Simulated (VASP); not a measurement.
# AlN: a GW gap and what it depends on, part 2 of 2

How far does the GW correction to the gap of AlN depend on the settings? The starting structure is a measured crystal structure from the Crystallography Open Database. The atoms were first relaxed with LDA in that cell, in a run that isn't shown, and the relaxed structure is the one below.

VASP 6.6.1.

Results so far: G0W0 (response cutoff 100 eV, 6×6×2 mesh) 5.86 eV; G0W0 (response cutoff 160 eV, 6×6×2 mesh) 6.00 eV.

**4. GW0 with iterated eigenvalues (response cutoff 160 eV, 6×6×2 mesh)**

Level of this step: evGW0 on LDA; plane waves and PAW (Al_GW, N_GW) (VASP).

It reads the orbitals and their derivatives (WAVECAR and WAVEDER) of a run with the empty bands, which follows a ground-state run; neither is shown.

INCAR reads:

```
SYSTEM = AlN
PREC = Accurate
ENCUT = 450
ISMEAR = 0
SIGMA = 0.01
LREAL = .FALSE.
GGA = CA
NBANDS = 192
ALGO = EVGW0
NELMGW = 4
ENCUTGW = 160
NOMEGA = 40
PRECFOCK = Fast
NBANDSGW = 16
LWAVE = .FALSE.
LCHARG = .FALSE.
```

POSCAR reads:

```
AlN
1.0
    3.0810000000      0.0000000000      0.0000000000
   -1.5405000000      2.6682242691      0.0000000000
    0.0000000000      0.0000000000      5.0310000000
Al N
2 2
Direct
    0.6666666667      0.3333333333      0.5018479882
    0.3333333333      0.6666666667      0.0018479882
    0.6666666667      0.3333333333      0.8801520118
    0.3333333333      0.6666666667      0.3801520118
```

KPOINTS reads:

```
Automatic mesh
0
Gamma
6 6 2
0 0 0
```

Potentials, in the order of the species: Al_GW and N_GW (LDA family, release 64).

Launch:

```console
> mpirun -np 8 vasp_std
```

The log of the run:

```text
[banner, memory and clock lines left out]
running    8 mpi-ranks, on    1 nodes
[...]
[... a notice as in an earlier step ...]

 [... a notice as in an earlier step ...]

 LDA part: xc-table for (Slater(with rela. corr.)+CA(PZ))
 , standard interpolation
 found WAVECAR, reading the header
 POSCAR, INCAR and KPOINTS ok, starting setup
[...]
reading WAVECAR
 the WAVECAR file was read successfully
 initial charge from wavefunction
 available memory per node:     90.83 GB, setting MAXMEM to     93008

 The Fermi energy was updated, please check that it is located mid-gap
 values below the HOMO (VB) or above the LUMO (CB) will cause erroneous energies
 E-fermi :   7.1888

 calculate exact exchange contribution
 the WAVEDER file was read successfully
energies w=
    0.000    0.000    0.940    0.000    1.875    0.000    2.799    0.000
    3.709    0.000    4.600    0.000    5.473    0.000    6.326    0.000
    7.161    0.000    7.978    0.000    8.781    0.000    9.573    0.000
[...]
total number of BLAS operations       1224.98 Gflops
NQ=  10    0.3333   -0.0000    0.5000,
|.........|.........|.........|.........|.........|.........|.........|.........
 performed       4792000 updates of chi_q(r,r)
 total number of BLAS operations       1395.52 Gflops
NQ=  11    0.5000   -0.0000    0.5000,
|.........|.........|.........|.........|.........|.........|.........|.........
 performed       5225000 updates of chi_q(r,r)
 total number of BLAS operations       1523.26 Gflops
NQ=  12    0.1667    0.1667    0.5000,
|.........|.........|.........|.........|.........|.........|.........|.........
 performed       5805000 updates of chi_q(r,r)
 total number of BLAS operations       1690.94 Gflops
NQ=  13    0.3333    0.1667    0.5000,
|.........|.........|.........|.........|.........|.........|.........|.........
 performed       6459000 updates of chi_q(r,r)
 total number of BLAS operations       1879.91 Gflops
NQ=  14    0.3333    0.3333    0.5000,
|.........|.........|.........|.........|.........|.........|.........|.........
 performed       6818000 updates of chi_q(r,r)
 total number of BLAS operations       1979.39 Gflops
 resolving degeneracies of screened two electron integrals

 calculate QP shifts <psi_nk| G(iteration)W_0 |psi_nk>: iteration 4
 entering main loop
```

Run time: 3 min. Hardware: 8 MPI ranks of AMD EPYC 7R43, shared host; peak memory 1.4 GiB.

Parts of OUTCAR (step 4):

```text
 QP shifts <psi_nk| G(iteration)W_0 |psi_nk>: iteration 2
 k-point   1 :       0.0000    0.0000    0.0000
  band No. old QP-enery  QP-energies   sigma(KS)   T+V_ion+V_H  V^pw_x(r,r')   Z            occupation Imag(sigma)
    ...
      5       3.4925       3.3357     -17.5838      20.8740     -20.5936       0.7750       2.0000       0.1305
      6       4.1739       4.0303     -17.9183      21.9082     -20.7747       0.7802       2.0000       0.1247
      7       4.1739       4.0303     -17.9183      21.9082     -20.7747       0.7802       2.0000       0.1247
      8       4.2642       4.1269     -17.8555      21.9435     -20.7475       0.7789       2.0000       0.1262
      9      10.2672      10.3826     -11.7991      22.2084      -7.8999       0.8120       0.0000      -0.0761
     10      13.0096      13.1523     -10.2148      23.3991      -5.8374       0.8169       0.0000      -0.0908
     11      16.9369      17.1539     -12.7744      30.0012      -7.1846       0.7486       0.0000      -0.2016
     12      17.5330      17.7041      -9.0144      26.7606      -3.9821       0.8025       0.0000      -0.1536
    ...

 QP shifts <psi_nk| G(iteration)W_0 |psi_nk>: iteration 3
 k-point   1 :       0.0000    0.0000    0.0000
  band No. old QP-enery  QP-energies   sigma(KS)   T+V_ion+V_H  V^pw_x(r,r')   Z            occupation Imag(sigma)
    ...
      5       3.3357       3.3053     -17.5775      20.8740     -20.5936       0.7754       2.0000       0.1307
      6       4.0303       4.0023     -17.9139      21.9082     -20.7747       0.7805       2.0000       0.1249
      7       4.0303       4.0023     -17.9139      21.9082     -20.7747       0.7805       2.0000       0.1249
      8       4.1269       4.0998     -17.8513      21.9435     -20.7475       0.7791       2.0000       0.1264
      9      10.3826      10.3955     -11.8100      22.2084      -7.8999       0.8125       0.0000      -0.0763
     10      13.1523      13.1701     -10.2250      23.3991      -5.8374       0.8170       0.0000      -0.0911
     11      17.1539      17.1848     -12.8060      30.0012      -7.1846       0.7486       0.0000      -0.2068
     12      17.7041      17.7272      -9.0277      26.7606      -3.9821       0.8026       0.0000      -0.1548
    ...

 QP shifts <psi_nk| G(iteration)W_0 |psi_nk>: iteration 4
 k-point   1 :       0.0000    0.0000    0.0000
  band No. old QP-enery  QP-energies   sigma(KS)   T+V_ion+V_H  V^pw_x(r,r')   Z            occupation Imag(sigma)
    ...
      5       3.3053       3.2992     -17.5766      20.8740     -20.5936       0.7756       2.0000       0.1308
      6       4.0023       3.9965     -17.9133      21.9082     -20.7747       0.7807       2.0000       0.1249
      7       4.0023       3.9965     -17.9133      21.9082     -20.7747       0.7807       2.0000       0.1249
      8       4.0998       4.0942     -17.8509      21.9435     -20.7475       0.7792       2.0000       0.1264
      9      10.3955      10.3965     -11.8117      22.2084      -7.8999       0.8125       0.0000      -0.0763
     10      13.1701      13.1721     -10.2265      23.3991      -5.8374       0.8170       0.0000      -0.0912
     11      17.1848      17.1888     -12.8111      30.0012      -7.1846       0.7485       0.0000      -0.2077
     12      17.7272      17.7302      -9.0296      26.7606      -3.9821       0.8024       0.0000      -0.1550
    ...

[... 3 parts as in an earlier step ...]

[... 1 further part left out ...]
[key lines of the parts left out:]
E-fermi :   7.1888
```

GW0 with iterated eigenvalues (response cutoff 160 eV, 6×6×2 mesh): the quasiparticle gap on this mesh is 6.302 eV, +1.896 eV from the LDA gap on the same points, with 192 bands.

**5. G0W0 (response cutoff 100 eV, 6×6×4 mesh)**

It reads the orbitals and their derivatives (WAVECAR and WAVEDER) of a run with the empty bands, which follows a ground-state run; neither is shown.

Edit INCAR of step 4 so:

```diff
@@ -7,6 +7,6 @@
 GGA = CA
-NBANDS = 192
+NBANDS = 96
 ALGO = EVGW0
-NELMGW = 4
-ENCUTGW = 160
+NELMGW = 1
+ENCUTGW = 100
 NOMEGA = 40
```

POSCAR is that of step 4.

KPOINTS reads:

```
Automatic mesh
0
Gamma
6 6 4
0 0 0
```

Launch:

```console
> mpirun -np 8 vasp_std
```

The log of the run:

```text
[banner, memory and clock lines left out]
running    8 mpi-ranks, on    1 nodes
[...]
[... a notice as in an earlier step ...]

 [... a notice as in an earlier step ...]

 LDA part: xc-table for (Slater(with rela. corr.)+CA(PZ))
 , standard interpolation
 found WAVECAR, reading the header
 POSCAR, INCAR and KPOINTS ok, starting setup
[...]
reading WAVECAR
 the WAVECAR file was read successfully
 initial charge from wavefunction
 available memory per node:     86.41 GB, setting MAXMEM to     88481

 The Fermi energy was updated, please check that it is located mid-gap
 values below the HOMO (VB) or above the LUMO (CB) will cause erroneous energies
 E-fermi :   7.1891

 calculate exact exchange contribution
 the WAVEDER file was read successfully
energies w=
    0.000    0.000    0.948    0.000    1.891    0.000    2.823    0.000
    3.741    0.000    4.640    0.000    5.520    0.000    6.381    0.000
    7.223    0.000    8.047    0.000    8.857    0.000    9.656    0.000
[...]
total number of BLAS operations        510.89 Gflops
NQ=  17    0.3333   -0.0000    0.5000,
|.........|.........|.........|.........|.........|.........|.........|.........
 performed       7550000 updates of chi_q(r,r)
 total number of BLAS operations        540.58 Gflops
NQ=  18    0.5000   -0.0000    0.5000,
|.........|.........|.........|.........|.........|.........|.........|.........
 performed       7918000 updates of chi_q(r,r)
 total number of BLAS operations        561.39 Gflops
NQ=  19    0.1667    0.1667    0.5000,
|.........|.........|.........|.........|.........|.........|.........|.........
 performed       8415000 updates of chi_q(r,r)
 total number of BLAS operations        599.62 Gflops
NQ=  20    0.3333    0.1667    0.5000,
|.........|.........|.........|.........|.........|.........|.........|.........
 performed       8986000 updates of chi_q(r,r)
 total number of BLAS operations        638.31 Gflops
NQ=  21    0.3333    0.3333    0.5000,
|.........|.........|.........|.........|.........|.........|.........|.........
 performed       9305000 updates of chi_q(r,r)
 total number of BLAS operations        659.02 Gflops
 resolving degeneracies of screened two electron integrals

 calculate QP shifts <psi_nk| G(iteration)W_0 |psi_nk>: iteration 1
 entering main loop
```

The job ended after 96 s (8 MPI ranks; peak memory 1.2 GiB; 10 min of CPU time).

Parts of OUTCAR (step 5):

```text
 QP shifts <psi_nk| G(iteration)W_0 |psi_nk>: iteration 1
 for sc-GW calculations column KS-energies equals QP-energies in previous step
 and V_xc(KS)=  KS-energies - (<T + V_ion + V_H > + <T+V_H+V_ion>^1  + <V_x>^1)
 k-point   1 :       0.0000    0.0000    0.0000
  band No.  KS-energies  QP-energies   sigma(KS)   V_xc(KS)     V^pw_x(r,r')   Z            occupation Imag(sigma)
    ...
      5       4.3359       3.7657     -17.2733     -16.5383     -20.6087       0.7759       2.0000       0.1127
      6       4.9435       4.4609     -17.5830     -16.9649     -20.7921       0.7809       2.0000       0.1046
      7       4.9435       4.4609     -17.5830     -16.9649     -20.7921       0.7809       2.0000       0.1046
      8       4.9862       4.5625     -17.5006     -16.9578     -20.6392       0.7806       2.0000       0.1027
      9       9.3920      10.4088     -11.5641     -12.8165      -7.9456       0.8118       0.0000      -0.0906
     10      11.9163      13.1473      -9.9772     -11.4831      -5.8210       0.8175       0.0000      -0.1048
     11      15.5228      17.1627     -12.3143     -14.4787      -7.1862       0.7577       0.0000      -0.2078
     12      16.3133      17.6668      -8.7619     -10.4472      -3.9724       0.8031       0.0000      -0.1587
    ...

[... 1 part as in an earlier step ...]

[... 2 further parts left out ...]
[key lines of the parts left out:]
E-fermi :   7.1891
```

G0W0 (response cutoff 100 eV, 6×6×4 mesh): the quasiparticle gap on this mesh is 5.846 eV, +1.441 eV from the LDA gap on the same points, with 96 bands.

**6. Comparison**

| run | LDA gap on the mesh (eV) | GW gap (eV) | correction (eV) | bands |
| --- | --- | --- | --- | --- |
| G0W0 (response cutoff 100 eV, 6×6×2 mesh) | 4.406 | 5.863 | 1.457 | 96 |
| G0W0 (response cutoff 160 eV, 6×6×2 mesh) | 4.406 | 6.003 | 1.597 | 192 |
| GW0 with iterated eigenvalues (response cutoff 160 eV, 6×6×2 mesh) | 4.406 | 6.302 | 1.896 | 192 |
| G0W0 (response cutoff 100 eV, 6×6×4 mesh) | 4.406 | 5.846 | 1.441 | 96 |

**7. Outcome**

```json
{
 "gap, G0W0 (response cutoff 100 eV, 6×6×2 mesh)": "5.863 eV",
 "gap, G0W0 (response cutoff 160 eV, 6×6×2 mesh)": "6.003 eV",
 "gap, GW0 with iterated eigenvalues (response cutoff 160 eV, 6×6×2 mesh)": "6.302 eV",
 "gap, G0W0 (response cutoff 100 eV, 6×6×4 mesh)": "5.846 eV"
}
```

The correction to the LDA gap of AlN is +1.457 eV at a response cutoff of 100 eV, +1.597 eV at a response cutoff of 160 eV. The number of bands rises with the cutoff. On a 6×6×4 mesh in place of 6×6×2 the correction is +1.441 eV against +1.457 eV. Iterating the eigenvalues in G raises the gap by +0.299 eV. From a response cutoff of 100 to 160 eV the correction still moves by +0.140 eV, so cutoff and bands aren't shown to be converged. The LDA gap along the bands, from another run on this structure, is 4.411 eV. On the 6×6×2 mesh it is 4.406 eV, so this mesh comes close to the edges. On the 6×6×4 mesh it is 4.406 eV, so this mesh comes close to the edges. Further runs on this material are not shown.

[Lines on the potential files, build, host, timing and source positions are cut from VASP's logs without a mark.]

[Logs are printed without paths, hosts, clocks, repeated set-up lines and the standing remarks that a program may print on its own settings, such as how far it seeks lower states.]

[Hosts, paths, dates, database ids (printed as entryN), source tags and the programs' standing remarks are cut or masked in the printed files.]
